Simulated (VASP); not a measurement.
# GaF (Pm-3m) in VASP: further runs, part 2 of 2

VASP 6.6.1.

## Step 4: Elastic constants, PBEsol

The input, POSCAR:

```
GaF
1.0
    3.1659200000      0.0000000000      0.0000000000
    0.0000000000      3.1659200000      0.0000000000
    0.0000000000      0.0000000000      3.1659200000
Ga F
1 1
Direct
    0.0000000000      0.0000000000      0.0000000000
    0.5000000000      0.5000000000      0.5000000000
```

The input, INCAR.step1:

```
PREC     = Accurate       # precision mode
ENCUT    = 600            # plane-wave cutoff, eV
EDIFF    = 1E-8           # SCF threshold, eV
ISMEAR   = -1             # smearing method
SIGMA    = 0.05           # smearing width, eV
LREAL    = F              # projectors in reciprocal space
LASPH    = T              # aspherical terms in the spheres
NELM     = 60             # most SCF steps
ALGO     = Normal         # electronic algorithm
ISIF     = 3              # what is computed and relaxed
LWAVE    = F              # write WAVECAR
LCHARG   = F              # write CHGCAR
GGA      = PS             # functional
IBRION   = 2              # ionic algorithm
NSW      = 40             # ionic steps
EDIFFG   = -0.002         # ionic threshold
```

The input, INCAR.step2:

```
PREC     = Accurate       # precision mode
ENCUT    = 600            # plane-wave cutoff, eV
EDIFF    = 1E-8           # SCF threshold, eV
ISMEAR   = -1             # smearing method
SIGMA    = 0.05           # smearing width, eV
LREAL    = F              # projectors in reciprocal space
LASPH    = T              # aspherical terms in the spheres
NELM     = 60             # most SCF steps
ALGO     = Normal         # electronic algorithm
ISIF     = 3              # what is computed and relaxed
LWAVE    = F              # write WAVECAR
LCHARG   = F              # write CHGCAR
GGA      = PS             # functional
IBRION   = 6              # ionic algorithm
NFREE    = 2            
POTIM    = 0.015          # step
NSW      = 1              # ionic steps
```

The input, KPOINTS:

```
Automatic mesh
0
Gamma
  6 6 6
```

Started as:

```console
cat potpaw_PBE.64/Ga_d/POTCAR potpaw_PBE.64/F/POTCAR > POTCAR
cp INCAR.step1 INCAR
mpirun -np 1 vasp_std > vasp.out
cp CONTCAR POSCAR
cp INCAR.step2 INCAR
mpirun -np 1 vasp_std > vasp.out
```

It took 2.4 min on 1 thread of Intel Xeon 6975P-C (Granite Rapids), shared host; peak memory 0.22 GiB.

The run converged. Its results:

```yaml
Relaxed_volume: 14.57 Å³/atom
Relaxed_cell: a = 3.077 Å, b = 3.077 Å, c = 3.077 Å, α = 90.00°, β = 90.00°, γ = 90.00°
Space_group_after_relaxing_to_0.05_Å: Pm-3m (No. 221)
Elastic_constants_C11_C12_C44: 71, 53, -1 GPa
Voigt_bulk_modulus: 59 GPa
Highest_phonon_frequency_at_Γ_LO-TO_splitting_left_out: 1 cm⁻¹
Most_unstable_mode: 133i cm⁻¹
```

Step by step:
```
step  energy change (eV)  largest force (eV/Å)  pressure (GPa)  volume (Å³)
   1              0.0000                0.0000           -3.79        31.73
   2             -0.0297                0.0000           -1.66        30.04
   3             -0.0345                0.0000           -0.05        29.17
   4             -0.0345                0.0000            0.05        29.12
   5             -0.0345                0.0000            0.01        29.14
```

Final structure:
```cif
data_structure
_symmetry_space_group_name_H-M 'P 1'
_symmetry_Int_Tables_number 1
_cell_length_a 3.0772
_cell_length_b 3.0772
_cell_length_c 3.0772
_cell_angle_alpha 90.000
_cell_angle_beta 90.000
_cell_angle_gamma 90.000
_cell_volume 29.14
loop_
_atom_site_label
_atom_site_type_symbol
_atom_site_fract_x
_atom_site_fract_y
_atom_site_fract_z
_atom_site_occupancy
Ga1 Ga 0.00000 0.00000 0.00000 1
F1 F 0.50000 0.50000 0.50000 1
```

Phonon frequencies in cm⁻¹ (negative: imaginary):
```csv
q point,frequencies
"(0.000, 0.000, 0.000)",-133 -133 -133 1 1 1
```

Elastic tensor in Voigt notation (GPa, in the Cartesian axes of the cell as first typed):
```
71 53 53  0  0  0
53 71 53  0  0  0
53 53 71  0  0  0
 0  0  0 -1  0  0
 0  0  0  0 -1  0
 0  0  0  0  0 -1
```

Clamped-ion elastic tensor (GPa):
```
71 53 53  0  0  0
53 71 53  0  0  0
53 53 71  0  0  0
 0  0  0 -1  0  0
 0  0  0  0 -1  0
 0  0  0  0  0 -1
```

Caveat: some modes are imaginary; the elastic tensor has a negative eigenvalue, so either the cell is unstable as it stands or the mesh is too thin; the PAW data sets were made with another functional, which shifts forces and pressure a little.

## Step 5: EvGW quasiparticle levels, LDA

POSCAR is that of step 4.

The input, INCAR.step1:

```
ALGO = Normal
EDIFF = 1E-8
ENCUT = 450
GGA = CA
ISMEAR = 0
LASPH = T
LCHARG = F
LREAL = F
LWAVE = T
NELM = 80
PREC = Accurate
SIGMA = 0.01
```

The input, INCAR.step2:

```
ALGO = Exact
EDIFF = 1E-8
ENCUT = 450
GGA = CA
ISMEAR = 0
ISTART = 1
LASPH = T
LCHARG = F
LOPTICS = T
LREAL = F
LWAVE = T
NBANDS = 312
NELM = 1
PREC = Accurate
SIGMA = 0.01
```

The input, INCAR.step3:

```
ALGO = EVGW
EDIFF = 1E-8
ENCUT = 450
ENCUTGW = 200
GGA = CA
ISMEAR = 0
ISTART = 1
LASPH = T
LCHARG = F
LREAL = F
LWAVE = F
NBANDS = 312
NBANDSGW = 18
NELMGW = 4
NOMEGA = 48
PREC = Accurate
PRECFOCK = Fast
SIGMA = 0.01
```

The input, KPOINTS:

```
k-points
0
Gamma
  4 4 4
```

Potentials or basis: VASP PAW LDA potentials, release 64 (Ga_d_GW, F_GW).

Started as:

```console
cat potpaw_LDA.64/Ga_d_GW/POTCAR potpaw_LDA.64/F_GW/POTCAR > POTCAR
cp INCAR.step1 INCAR
mpirun -np 1 vasp_std > vasp.out
cp INCAR.step2 INCAR
mpirun -np 1 vasp_std > vasp.out
cp INCAR.step3 INCAR
mpirun -np 1 vasp_std > vasp.out
```

OUTCAR:

```text
EDIFF = 1E-8
   ENCUT = 450
   ENCUTGW = 200
   GGA = CA
   ISMEAR = 0
   ISTART = 1
   LASPH = T
   LREAL = F
   NELMGW = 4
   PREC = Accurate
   PRECFOCK = Fast

 ion  position               nearest neighbor table
   1  0.000  0.000  0.000-
   2  0.500  0.500  0.500-

  LATTYP: Found a simple cubic cell.
 ALAT       =     3.1659200000

  Lattice vectors:

 A1 = (   3.1659200000,   0.0000000000,   0.0000000000)
 A2 = (   0.0000000000,   3.1659200000,   0.0000000000)
 A3 = (   0.0000000000,   0.0000000000,   3.1659200000)

Analysis of symmetry for initial positions (statically):
=====================================================================
 Subroutine PRICEL returns:
 Original cell was already a primitive cell.

 Routine SETGRP: Setting up the symmetry group for a
 simple cubic supercell.

 Subroutine GETGRP returns: Found 48 space group operations
 (whereof 48 operations were pure point group operations)
 out of a pool of 48 trial point group operations.

The static configuration has the point symmetry O_h .

Analysis of symmetry for dynamics (positions and initial velocities):
=====================================================================
 Subroutine PRICEL returns:
 Original cell was already a primitive cell.

 Routine SETGRP: Setting up the symmetry group for a
 simple cubic supercell.

 Subroutine GETGRP returns: Found 48 space group operations
 (whereof 48 operations were pure point group operations)
 out of a pool of 48 trial point group operations.

The dynamic configuration has the point symmetry O_h .

[... 73 lines left out ...]
 SYSTEM =  unknown system
   PREC   = accura    normal or accurate (medium, high low for compatibility)
   ISTART =      1    job   : 0-new  1-cont  2-samecut
   ICHARG =      0    charge: 1-file 2-atom 10-const
   ISPIN  =      1    spin polarized calculation?
   LNONCOLLINEAR =      F non collinear calculations
   LSORBIT =      F    spin-orbit coupling
   LASPH  =      T    aspherical Exc in radial PAW
   ENCUT  =  450.0 eV  33.07 Ry    5.75 a.u.   5.48  5.48  5.48*2*pi/ulx,y,z
   NELM   =     60;   NELMIN=  2; NELMDL=  0     # of ELM steps
   EDIFF  = 0.1E-07   stopping-criterion for ELM
   LREAL  =      F    real-space projection
   EDIFFG = 0.1E-06   stopping-criterion for IOM
   NSW    =      0    number of steps for IOM
   IBRION =     -1    ionic relax: 0-MD 1-quasi-New 2-CG
   NFREE  =      0    steps in history (QN), initial steepest desc. (CG)
   ISIF   =      0    stress and relaxation
   ISYM   =      3    0-nonsym 1-usesym 2-fastsym
   POTIM  = 0.5000    time-step for ionic-motion
   TEBEG  =    0.0;   TEEND  =   0.0 temperature during run
   PSTRESS=    0.0 pullay stress
   NELECT =      20.0000    total number of electrons
   NUPDOWN=      -1.0000    fix difference up-down
   EMIN   =  10.00;   EMAX   =-10.00  energy-range for DOS
   EFERMI =   0.00;   METHOD = LEGACY
   ISMEAR =     0;   SIGMA  =   0.01  broadening in eV -4-tet -1-fermi 0-gaus
   EFERMI_NEDOS =   21; number of points for ismear=-14 and -15
   IALGO  =     38    algorithm
   IMIX   =      4    mixing-type and parameters
     AMIX     =   0.40;   BMIX     =  1.00
     AMIX_MAG =   1.60;   BMIX_MAG =  1.00
  volume/ion in A,a.u.               =      15.87       107.07
  Fermi-wavevector in a.u.,A,eV,Ry     =   1.403627  2.652469 26.805754  1.970167
  Thomas-Fermi vector in A             =   2.526269
   LORBIT       =      0    0 simple, 1 ext, 2 COOP (PROOUT), +10 PAW based schemes
   GGA     = CA    functional components
   LHFCALC =     T    Hartree Fock is set to
   PRECFOCK=fast      Normal, Fast or Accurate (Low or Medium for compatibility)
   ENCUT4O =  -1.0   cutoff for four orbital integrals eV
   NKREDX  =     1    reduce k-point grid by
   NKREDY  =     1    reduce k-point grid by
   NKREDZ  =     1    reduce k-point grid by
   AEXX    =    1.0000 exact exchange contribution
   HFSCREEN=    0.0000 screening length (either q_TF or 0.3 A-1)
   HFSCREENC=   0.0000 screening length for correlation (either q_TF or 0.3 A-1)
   ENCUTFOCK=  -1.0 apply spherical cutoff to Coloumb kernel
   IVDW    =     0    specifies the selected vdW correction
   LEPSILON=     F    determine dielectric tensor
   LRPA    =     F    only Hartree local field effects (RPA)
   LRPAFORCE           =     F    calculate RPA forces
   ENCUTGW             = 200.0    cutoff for response function in eV
   ENCUTGWSOFT         = 160.0    soft cutoff for Coulomb kernel in GW response function in eV
   ENCUTLF             =  -1.0    cutoff for local field effects
   NELMGW              =     4    number of iterations in solving QP/BSE equation
   NELMHF              =     1    number of iterations in the inner HF iteration
   NKREDLFX            =     1    NKREDLFY  =   1   NKREDLFZ  =   1
 non-spin polarized calculation
 Gauss-broadening in eV      SIGMA  =   0.01
  energy-cutoff  :      450.00
  volume of cell :       31.73
 maximum number of plane-waves:       692
 NGX is ok and might be reduce to    24
  NGX = 12; NGY = 12; NGZ = 12
   NGX = 11   NGY = 11   NGZ = 11
 maximum number of plane-waves:       216

 QP shifts <psi_nk| G(iteration)W_0 |psi_nk>: iteration 1
 for sc-GW calculations column KS-energies equals QP-energies in previous step
 and V_xc(KS)=  KS-energies - (<T + V_ion + V_H > + <T+V_H+V_ion>^1  + <V_x>^1)

 k-point   1 :       0.0000    0.0000    0.0000
  band No.  KS-energies  QP-energies   sigma(KS)   V_xc(KS)     V^pw_x(r,r')   Z            occupation Imag(sigma)

      1     -19.5021     -21.2281     -25.0539     -22.0112     -36.2229       0.5672       2.0000       0.9507
      2     -12.0004     -14.6489     -25.7641     -21.8065     -34.9374       0.6692       2.0000       0.1944
      3     -12.0004     -14.6489     -25.7641     -21.8065     -34.9374       0.6692       2.0000       0.1944
      4     -11.8330     -14.5347     -26.0517     -22.0521     -35.2850       0.6755       2.0000       0.1862
      5     -11.8330     -14.5347     -26.0517     -22.0521     -35.2850       0.6755       2.0000       0.1862
      6     -11.8330     -14.5347     -26.0517     -22.0521     -35.2850       0.6755       2.0000       0.1862
[... 861 lines left out ...]
      4     -16.1158     -16.2565     -26.2147       9.9040     -35.0097       0.7219       2.0000       0.1463
      5     -15.9775     -16.1160     -26.4928      10.3241     -35.3112       0.7246       2.0000       0.1099
      6     -15.9775     -16.1160     -26.4928      10.3241     -35.3112       0.7246       2.0000       0.1099
[... 10 lines left out ...]
     17      23.7101      23.7395     -10.3896      34.1377      -4.3164       0.7724       0.0000      -0.9692
     18      34.6729      34.6942      -9.4168      44.1156      -2.4840       0.8253       0.0000      -2.2127
```

OUTCAR.step1:

```text
EDIFF = 1E-8
   ENCUT = 450
   GGA = CA
   ISMEAR = 0
   LASPH = T
[... 375 lines left out ...]
 -----------------------------------------------------------------------------------
      0.00000      0.00000      0.00000         0.000000      0.000000      0.000000
      1.58296      1.58296      1.58296         0.000000      0.000000      0.000000
 -----------------------------------------------------------------------------------
    total drift:                                0.000000      0.000000     -0.000000

  FREE ENERGIE OF THE ION-ELECTRON SYSTEM (eV)
  ---------------------------------------------------
  free  energy   TOTEN  =        -8.4348276312 eV

  energy  without entropy=       -8.4348276312  energy(sigma->0) =       -8.43482763
```

OUTCAR.step2:

```text
EDIFF = 1E-8
   ENCUT = 450
   GGA = CA
   ISMEAR = 0
[... 790 lines left out ...]
  --------------------------------------------------------------------------------------------------------------
     0.00000    21.77611    21.77611    21.77611     0.00000     0.00000     0.00000
     3.37556     1.07586     1.07586     1.07586     0.00000     0.00000     0.00000
     6.75112    -2.63785    -2.63785    -2.63785    -0.00000    -0.00000     0.00000
    10.12668     0.24211     0.24211     0.24211    -0.00000    -0.00000    -0.00000
    13.50224     0.86014     0.86014     0.86014    -0.00000    -0.00000     0.00000
    16.87780     0.27810     0.27810     0.27810    -0.00000    -0.00000    -0.00000
[... 92 lines left out ...]
   330.80483     0.99320     0.99320     0.99320    -0.00000    -0.00000    -0.00000
   334.18039     0.99335     0.99335     0.99335    -0.00000    -0.00000    -0.00000
```

Run time: 7.2 min. Hardware: 1 thread of Intel Xeon 6975P-C (Granite Rapids), shared host; peak memory 0.47 GiB.

The run converged, but a check on its numbers failed (symmetry, net force, bounds or a known fault of this set-up), so they aren't taken as properties of the crystal.

Caveat: the k mesh is coarse (spacing up to 0.50 Å⁻¹), so the values aren't converged; the cutoff lies under the usual one of these potentials, so the numbers hold a large basis-set error; bands, screening cutoff and mesh are small and nothing is extrapolated, so the quasiparticle values aren't converged.
